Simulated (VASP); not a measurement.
These are PBEsol GGA, VASP's PBE PAW potentials (set 64) (plane waves; VASP 6.6.1) values and carry that method's errors.

Input for VASP

KPOINTS:
```
Automatic mesh
0
Gamma
6 6 6
0 0 0
```

### INCAR
```
SYSTEM = KI
PREC = Accurate
ENCUT = 480
EDIFF = 1E-7
NELM = 100
ALGO = Normal
LREAL = .FALSE.
LASPH = .TRUE.
ISMEAR = 0
SIGMA = 0.05
GGA = PS
LMAXMIX = 4
LWAVE = .FALSE.
LCHARG = .FALSE.
ISIF = 2
```

POSCAR:
```
KI
1
    0.0000000000     3.4048175786     3.4048175786
    3.4048175786     0.0000000000     3.4048175786
    3.4048175786     3.4048175786     0.0000000000
K I
1 1
Direct
  0.0000000000   0.0000000000   0.0000000000
  0.5000000000   0.5000000000   0.5000000000
```

POTCAR, in this order: K_sv I (PBE.64 set). Program: vasp_std.

Unless said otherwise, spin-orbit coupling is left out, though it shifts the bands of the heavy elements here.

Estimate the energy per atom (σ→0), pressure, band gap (on the k-mesh).

```
Item                              Result
------------------------  --------------
energy per atom (σ→0)     -2.894 eV/atom
band gap (on the k-mesh)         4.07 eV
pressure                        1.35 GPa
```

OSZICAR:
```
...
DAV:   8    -0.578707118631E+01   -0.24185E-02   -0.17288E-02   472   0.115E+00    0.247E-01
DAV:   9    -0.578698021926E+01    0.90967E-04   -0.62195E-04   512   0.182E-01    0.889E-02
DAV:  10    -0.578720588882E+01   -0.22567E-03   -0.38346E-04   460   0.119E-01    0.103E-01
DAV:  11    -0.578719884820E+01    0.70406E-05   -0.64369E-05   488   0.543E-02    0.120E-02
DAV:  12    -0.578719862471E+01    0.22349E-06   -0.33480E-06   496   0.183E-02    0.870E-03
DAV:  13    -0.578719955152E+01   -0.92682E-06   -0.88750E-07   468   0.752E-03    0.369E-03
DAV:  14    -0.578719945874E+01    0.92786E-07   -0.16309E-07   476   0.354E-03
   1 F= -.57871995E+01 E0= -.57871995E+01  d E =-.755369E-16
```

The compound is KI in the rock salt structure. This cell was strained or had an atom moved on purpose.
